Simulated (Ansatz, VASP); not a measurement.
# Cross-check of P between VASP and Ansatz, part 2 of 2

One calculation is typed for both programs; each brings its own data sets. How far apart do they land? The cell is taken from a series of runs on this material, whose earlier steps may have relaxed, scaled, displaced or heated it; both programs get it as it stands.

VASP 6.6.1 and Ansatz 0.2.0.

So far: Starting point; VASP: zone-centre phonons, PBE with D3(BJ).

## 3. Ansatz: zone-centre phonons, PBE with D3(BJ)

Level of this step: Ansatz beside VASP: Kohn-Sham DFT, plane waves, PBE with D3(BJ) (Ansatz).

Ansatz runs on its PAW soft_1 files.

The same cell, functional, mesh and smearing now go to Ansatz, which takes its cutoff from its data sets.

input.yaml reads:

```yaml
crystal:
  lattice:
    - [1.6743173266, -4.9353100655, 0.0]
    - [1.6743173266, 4.9353100655, 0.0]
    - [0.0, 0.0, 3.8434527716]
  atoms:
    - { symbol: P, position: [0.8888793526, 0.1111206474, 0.0582883272] }
    - { symbol: P, position: [0.6111206474, 0.3888793526, 0.5582883272] }
    - { symbol: P, position: [0.1111206474, 0.8888793526, 0.9417116728] }
    - { symbol: P, position: [0.3888793526, 0.6111206474, 0.4417116728] }
kpoints:
  mp_grid: { grid: [16, 16, 12] }
hamiltonian:
  xc: pbe
  dispersion: d3bj
  pseudopotentials: { kind: paw, azcp: { folder: soft_1 } }
scf:
  occupations: { method: methfessel_paxton, width: 0.2 }
output:
  eigenvalues: true
phonons:
  method: dfpt
```

Started as:

```bash
> ansatz run input.yaml --threads 4 --pin off --max-ram 16384MiB --backend cpu --events-out ev --progress --plain --runs-dir out
```

Numbers of over 12 decimals in the logs are rounded to 6 here.

The log of the run:

```text
zone centre: on kpoints.mp_grid the ground state, and the responses unless they are solved on pairs of k-points, stand on 826 of the mesh's 3072 k-points, reduced under 2 symmetry operations, with k and −k counted as one. Each operation leaves every solved displacement unchanged or reverses it
Engine: ansatz 0.2.0, x86_64-unknown-linux-gnu
Pseudopotentials: kind: paw
Pseudopotential: P, paw, valence charge 5, recommended cutoff 420 eV (normal), soft_1/P.paw.azcp
Functional definition: PBE
  parameter kappa = 0.804
  parameter beta = 0.066725
  exchange = pbe_x(kappa = kappa, mu = beta*pi^2/3)
  correlation = pbe_c(beta = beta)
Crystal: 4 atoms, lattice volume = 63.519 Å³
Basis set: ecut = 420 eV, 1253 PW (Γ), exchange–correlation on 72×72×60 points (8 copies of the dense FFT grid, shifted against one another)
Bands: 14, of which v1, the nominal top of the filled ones, is band 10 counted from 1 (9 counted from 0)
Symmetry: 8 space group operations
k-points: 826 of 3072 (irreducible under 2 space group operations, time reversal used)
Non-local potential: P, projectors of the file, l = 0: 2, l = 1: 2, l = 2: 1
PAW form: soft (Blöchl's): semilocal exchange-correlation on the pseudo side does not see the compensation charge
PAW one-centre angular grid: P, 110 points (default); XC on 64 Gauss nodes
Initial density: superposition of atomic densities (chi_scale 0.1, normalization cell)
Initial wavefunctions: pseudopotential atomic-orbital guess
Functional: x = pbe(κ = 0.804, μ = 0.219515), c = pbe(β = 0.066725)
SCF iter   1: F=—  HF=-3024.212345 eV  |F-HF|=—  |Δ(HF+E_count)|=         —  Δρ=3.99e-2  dr2=6.17e-1  ethr=3.10e-3  ⟨swp⟩=7.1  Hψ=86584  notcnv=0
preconditioner: auto → Kerker (q_TF=auto, 2.250 Å⁻¹)  [metal: Δε(μ)=0.006 eV  Ē_g=9.304 eV  σ=0.200 eV  W_gap=0.03  n_scr=12 (ndim 8)  ℏωp=20.8 eV  f_vac=0.000  D(μ)=0.44/eV (n_scr^D=0)]
SCF iter   2: F=—  HF=-3024.135056 eV  |F-HF|=—  |Δ(HF+E_count)|=   7.73e-2  S|Δr|=    0.00e0  Δρ=2.41e-2  dr2=2.36e-1  ethr=3.08e-3  ⟨swp⟩=1.1  Hψ=18354  notcnv=0
SCF iter   3: F=—  HF=-3024.090105 eV  |F-HF|=—  |Δ(HF+E_count)|=   4.50e-2  S|Δr|=    0.00e0  Δρ=1.71e-3  dr2=1.32e-3  ethr=1.18e-3  ⟨swp⟩=1.6  Hψ=14161  notcnv=0
SCF iter   4: F=—  HF=-3024.091243 eV  |F-HF|=—  |Δ(HF+E_count)|=   1.14e-3  S|Δr|=    0.00e0  Δρ=4.50e-4  dr2=1.22e-4  ethr=6.58e-6  ⟨swp⟩=2.1  Hψ=19974  notcnv=0
SCF iter   5: F=—  HF=-3024.091318 eV  |F-HF|=—  |Δ(HF+E_count)|=   7.47e-5  S|Δr|=    0.00e0  Δρ=7.22e-5  dr2=2.79e-6  ethr=6.12e-7  ⟨swp⟩=2.9  Hψ=20737  notcnv=0
SCF iter   6: F=—  HF=-3024.091319 eV  |F-HF|=—  |Δ(HF+E_count)|=   6.53e-7  S|Δr|=    0.00e0  Δρ=1.48e-5  dr2=2.12e-7  ethr=1.39e-8  ⟨swp⟩=2.8  Hψ=20718  notcnv=0
SCF iter   7: F=—  HF=-3024.091319 eV  |F-HF|=—  |Δ(HF+E_count)|=  7.73e-10  S|Δr|=    0.00e0  Δρ=3.38e-6  dr2=1.81e-8  ethr=1.06e-9  ⟨swp⟩=2.6  Hψ=19890  notcnv=0
SCF iter   8: F=—  HF=-3024.091319 eV  |F-HF|=—  |Δ(HF+E_count)|=  9.25e-10  S|Δr|=    0.00e0  Δρ=5.61e-7  dr2=3.24e-10  ethr=9.05e-11  ⟨swp⟩=2.2  Hψ=17344  notcnv=0
SCF iter   9: F=-3024.091319 eV  HF=-3024.091319 eV  |F-HF|=3.18e-12  |Δ(HF+E_count)|=  2.64e-11  S|Δr|=    0.00e0  Δρ=1.26e-7  dr2=9.81e-12  ethr=1.00e-12  ⟨swp⟩=7.5  Hψ=88666  notcnv=0
SCF 1 converged in 9 iterations: F = -3024.091319 eV  dr2 = 9.81e-12
  greatest PAW one-centre occupation: 0.810 electrons in one spin orbital (limit 2), on the P atom at site 3 (counted from 0), in its partial waves of l = 0
DFPT response loops at Γ: preconditioner auto → Kerker (q_TF=auto, 2.250 Å⁻¹) (partly filled bands, converged f_vac=0.000); β = 1.00, the filter's whole step (`scf.mixing.beta` (0.50) is not read by the response loops under this deck's `scf.mixing.preconditioner`; to damp them name `kerker` or `kerker_dos`, under which they read `scf.mixing.beta`, and type it under 1.00, their step now; both keys bind the ground state too); Broyden in place of MSR1
SCF converged after 9 iterations
Stability not checked: this state was not tested for a lower state beside it, because cold or Methfessel-Paxton smearing, or corrected tetrahedra, fill the levels in a way that the test cannot read (fill_not_monotonic; see scf.lower_state_search)
Free energy (F): -3024.091319 eV
Harris-Foulkes:  -3024.091319 eV  (|F-HF|=3.18e-12)
Internal energy: -3024.092501 eV  (E = F + TS)
E sigma→0 (E₀):  -3024.091614 eV
Entropy (-TS):   0.001182 eV (0.296 meV/atom)
Fermi energy:    9.916839 eV
Step filling:    the computed levels leave a gap of 0.0000 eV = 0.0 smearing widths at the electron count; against every level under it full and every level over it empty, smearing changes F+E_penalty+E_count by +0.427 meV and its σ→0 estimate by +0.132 meV
--- Per-component energies (eV) ---
  E_band       = 60.360660
  E_kinetic    = 278.662752
  E_local      = -152.978018  (includes V_loc(G=0)·N_el)
  E_nonlocal   = 130.433449
  E_hartree    = 40.762785
  E_xc         = -293.260503
  E_vxc        = -246.493190  (∫ρ·V_xc dr)
  E_paw        = -2232.621609  (= ΣΔE_a)
  E_vpaw       = -30.789917  (= ΣTr[D̂ρ^β])
  E_aug_tail   = -0.000001  (compensation charges beyond the density's cutoff)
  E_ewald      = -793.317949
  E_disp       = -1.773406  (pairwise vdW)
  E_smearing   = 0.001182  (= −TS)
  E_closure    = -0.000000  (closes the sum)
  Σ components = -3024.091319   (vs F -3024.091319, Δ=0.00e0)
--- Band table (eV; the first three rows and the last of 826) ---
  k-point 0: bands = [... 6 lower, 6.3124, 6.7887, 7.1274, 8.6639, 11.1991, 11.6220, 11.7005, 14.0296]
  k-point 1: bands = [... 6 lower, 5.5817, 6.8164, 7.8066, 8.4244, 11.0329, 11.7449, 12.1338, 13.6092]
  k-point 2: bands = [... 6 lower, 5.6372, 6.8905, 7.8701, 8.6620, 11.1764, 11.7609, 12.8009, 12.8624]
  k-point 825: bands = [... 6 lower, 7.6028, 7.6028, 8.9700, 8.9700, 10.9650, 10.9650, 12.0956, 12.0956]
--- Phonons (Γ-DFPT): 3 representative perturbations + reference, on 826 of 3072 k-points (Σ response iterations 9) ---
  k mesh reduced under 2 symmetry operations, with k and −k counted as one. Each operation leaves every solved displacement unchanged or reverses it
  ASR residual: 2.563e-5 → 0.000e0 eV/Å²; symmetrization residual: 8.780e-7 eV/Å²
  pairwise dispersion correction: d3bj (s6 = 1.0, s8 = 0.7875, a1 = 0.4289, a2_bohr = 4.4407), with the weights of each atom's references fixed at the reference crystal's, and the forces and stress that the weights' published response gives there kept as a pressure on the atom's counted neighbours (hamiltonian.dispersion)
  ASR residual per site (eV/Å²): 2.56e-5 2.56e-5 2.56e-5 2.56e-5
  Γ frequencies (cm⁻¹): 0.00 0.00 0.00 44.82 171.27 204.10 374.12 381.88 396.21 401.63 422.17 448.51
  non-analytic LO–TO correction: not included (Born effective charges unavailable; polar crystals: no LO–TO splitting at Γ)
```

## 4. Comparison

Known differences besides the potentials themselves: the cutoff is 420 eV in Ansatz and 500 eV in VASP; Ansatz takes the dispersion share of the force constants at frozen C6 weights, VASP differentiates the full forces; VASP uses finite displacements, Ansatz perturbation theory. Total energies have different zeros and are not compared.

The two programs side by side:

| quantity | Ansatz | VASP | difference |
| --- | --- | --- | --- |
| optical mode 1 (cm⁻¹) | 44.8 | 49.2 | -4.3 |
| optical mode 2 (cm⁻¹) | 171.3 | 172.9 | -0.96 % |
| optical mode 3 (cm⁻¹) | 204.1 | 204.9 | -0.41 % |
| optical mode 4 (cm⁻¹) | 374.1 | 373.9 | +0.05 % |
| optical mode 5 (cm⁻¹) | 381.9 | 381.1 | +0.20 % |
| optical mode 6 (cm⁻¹) | 396.2 | 394.5 | +0.43 % |
| optical mode 7 (cm⁻¹) | 401.6 | 399.6 | +0.52 % |
| optical mode 8 (cm⁻¹) | 422.2 | 419.9 | +0.55 % |
| optical mode 9 (cm⁻¹) | 448.5 | 447.2 | +0.29 % |

Modes are paired by rising frequency, not by their patterns, so a pair may set unlike modes beside each other; they are those without the splitting of longitudinal modes.

## 5. Summary of results

```json
{"r.m.s. difference of the optical zone-centre modes, each program's sorted by frequency (zone-centre phonons, PBE with D3(BJ))": "2.0 cm⁻¹", "difference in optical mode 2 (zone-centre phonons, PBE with D3(BJ))": "-1.0 %"}
```

In words: The r.m.s. difference of the optical zone-centre modes, each program's sorted by frequency is 2.0 cm⁻¹ (zone-centre phonons, PBE with D3(BJ)). Among the rows given in per cent, the largest difference of the zone-centre phonons, PBE with D3(BJ) pair is in optical mode 2, -1.0 %. How closely two codes agree says nothing of how well the functional describes the real material.

[Lines on the potential files, build, host, timing and source positions are cut from VASP's logs without a mark.]

[Logs are printed without paths, hosts, clocks, repeated set-up lines and the standing remarks that a program may print on its own settings, such as how far it seeks lower states.]

[Hosts, paths, dates, database ids (printed as entryN), source tags and the programs' standing remarks are cut or masked in the printed files.]
